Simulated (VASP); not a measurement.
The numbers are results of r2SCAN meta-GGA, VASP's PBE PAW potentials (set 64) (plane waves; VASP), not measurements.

A VASP calculation is set up with these files.

### KPOINTS
```
kpoints
0
Gamma
  12 12 6
```

**POSCAR**
```
Tm
3.4853010
  0.5000000265  -0.8660254699   0.0000000000
  0.5000000265   0.8660254699   0.0000000000
  0.0000000000   0.0000000000   1.5527562990
Tm
2
Cartesian
  0.5000000265   0.2886757340   0.3881890747
  0.5000000265  -0.2886757340   1.1645672242
```

**INCAR**
```
# general
SYSTEM  = Tm
PREC    = Accurate
ENCUT   = 480   # plane-wave cut-off (eV)
LREAL   = F   # projection in real space or not
LASPH   = T

# electronic loop
EDIFF   = 1E-7   # SCF stop (eV)
NELM    = 100   # most electronic steps
ALGO    = Normal   # blocked Davidson
LMAXMIX = 6   # l cut-off of mixed one-centre charges
LMIXTAU = T

# smearing
ISMEAR  = 1   # Methfessel-Paxton
SIGMA   = 0.1   # width (eV)

# functional
METAGGA = R2SCAN

# ions
ISIF    = 2

# output
LWAVE   = F
LCHARG  = F
```

POTCAR, in this order: Tm_3 (PBE.64 set). Program: vasp_std.

The resulting files:

File OSZICAR:
```
       N       E                     dE             d eps       ncg     rms          rms(c)
DAV:   1     0.276951933029E+01    0.27695E+01   -0.86000E+03  1992   0.131E+03
DAV:   2    -0.671033998644E+02   -0.69873E+02   -0.68804E+02  1991   0.398E+02
DAV:   3    -0.716724691314E+02   -0.45691E+01   -0.42706E+01  3195   0.621E+01
DAV:   4    -0.717976356446E+02   -0.12517E+00   -0.12187E+00  3091   0.904E+00
DAV:   5    -0.717991444799E+02   -0.15088E-02   -0.15083E-02  2688   0.876E-01    0.294E+01
DAV:   6    -0.703801409116E+02    0.14190E+01   -0.44467E-01  2255   0.939E+00    0.159E+01
DAV:   7    -0.690867770841E+02    0.12934E+01   -0.50205E-01  3050   0.780E+00    0.106E+00
DAV:   8    -0.703229768052E+02   -0.12362E+01   -0.47891E-01  2689   0.666E+00    0.279E+00
DAV:   9    -0.702044452879E+02    0.11853E+00   -0.71681E-02  2096   0.336E+00    0.847E-01
DAV:  10    -0.702110066581E+02   -0.65614E-02   -0.25810E-03  3023   0.685E-01    0.868E-01
DAV:  11    -0.702070814370E+02    0.39252E-02   -0.10075E-02  2031   0.106E+00    0.316E-01
DAV:  12    -0.701975907873E+02    0.94906E-02   -0.14908E-02  2079   0.129E+00    0.146E-01
DAV:  13    -0.702008292643E+02   -0.32385E-02   -0.11518E-03  2327   0.349E-01    0.104E-01
DAV:  14    -0.702033456599E+02   -0.25164E-02   -0.43683E-03  1996   0.784E-01    0.115E-01
DAV:  15    -0.702035528900E+02   -0.20723E-03   -0.94344E-05  2853   0.124E-01    0.100E-01
DAV:  16    -0.702033579012E+02    0.19499E-03   -0.15374E-05  2136   0.360E-02    0.803E-02
DAV:  17    -0.702034122538E+02   -0.54353E-04   -0.15490E-04  2872   0.132E-01    0.982E-03
DAV:  18    -0.702034440226E+02   -0.31769E-04   -0.41433E-05  2036   0.856E-02    0.783E-03
DAV:  19    -0.702034441102E+02   -0.87558E-07   -0.77022E-07  2907   0.987E-03
   1 F= -.70203444E+02 E0= -.70204219E+02  d E =0.232392E-02
```

File OUTCAR:
```
------------------------ aborting loop because EDIFF is reached ----------------------------------------
  FORCE on cell =-STRESS in cart. coord.  units (eV):
  Direction    XX          YY          ZZ          XY          YZ          ZX
  --------------------------------------------------------------------------------------
  Total        1.1987266      1.1987267      0.9826960      0.0000000      0.0000000      0.0000000
  in kB       33.7346244     33.7346259     27.6550801      0.0000000      0.0000000      0.0000000
  external PRESSURE =      31.7081101 kB  Pullay stress =       0.0000000 kB
  volume of cell :       56.93
      direct lattice vectors                 reciprocal lattice vectors
     1.742650592 -3.018359436  0.000000000     0.286919249 -0.165652902  0.000000000
     1.742650592  3.018359436  0.000000000     0.286919249  0.165652902  0.000000000
     0.000000000  0.000000000  5.411823082     0.000000000  0.000000000  0.184780616
 POSITION                                       TOTAL-FORCE (eV/Angst)
 -----------------------------------------------------------------------------------
      1.74265      1.00612      1.35296         0.000000     -0.000000      0.000000
      1.74265     -1.00612      4.05887        -0.000000      0.000000      0.000000
 -----------------------------------------------------------------------------------
    total drift:                                0.000001      0.000067     -0.000012
  FREE ENERGIE OF THE ION-ELECTRON SYSTEM (eV)
  ---------------------------------------------------
  free  energy   TOTEN  =       -70.2034441102 eV

  energy  without entropy=      -70.2057680341  energy(sigma->0) =      -70.20421875
```
(Selected blocks of OUTCAR.)

OUTCAR:
```
 val. band max:        3.0718598802   @ k =   0.3333   0.2500   0.3333

 cond. band min:       3.1131091450   @ k =   0.3333   0.0833   0.1667


 Fermi energy:         3.0966540168

 k-point     1 :       0.0000    0.0000    0.0000
  band No.  band energies     occupation
      1     -23.5085      2.00000
      2     -22.9042      2.00000
      3     -22.9042      2.00000
      4     -22.7891      2.00000
      5     -22.7891      2.00000
      6     -22.7457      2.00000
      7      -2.9546      2.00000
      8       0.6867      2.00000
      9       4.1198     -0.00000
     10       5.4135      0.00000
     11       5.4135      0.00000
     12       5.9714      0.00000
     13       6.2761      0.00000

 k-point     2 :       0.0833   -0.0000    0.0000
  band No.  band energies     occupation
      1     -23.4929      2.00000
      2     -22.9348      2.00000
      3     -22.9149      2.00000
      4     -22.8217      2.00000
      5     -22.7927      2.00000
      6     -22.7533      2.00000
      7      -2.7727      2.00000
      8       0.8611      2.00000
      9       3.9509     -0.00000
     10       4.9534     -0.00000
     11       5.5860      0.00000
     12       6.0367      0.00000
     13       6.2997      0.00000

 k-point     3 :       0.1667    0.0000    0.0000
  band No.  band energies     occupation
      1     -23.4482      2.00000
      2     -23.0188      2.00000
      3     -22.9430      2.00000
      4     -22.9080      2.00000
      5     -22.8033      2.00000
      6     -22.7760      2.00000
      7      -2.2503      2.00000
      8       1.3302      2.00000
      9       3.5227     -0.00000
     10       4.2209     -0.00000
     11       5.5236      0.00000
     12       6.0430      0.00000
     13       6.1070      0.00000

 k-point     4 :       0.2500    0.0000    0.0000
  band No.  band energies     occupation
      1     -23.3806      2.00000
      2     -23.1342      2.00000
      3     -23.0205      2.00000
...
```

The 4f electrons are frozen in the core of the lanthanide potential, so 4f levels, which can set the real gap, and their magnetism are missing.

The compound is Tm in the hcp structure. This cell was strained or had an atom moved on purpose.
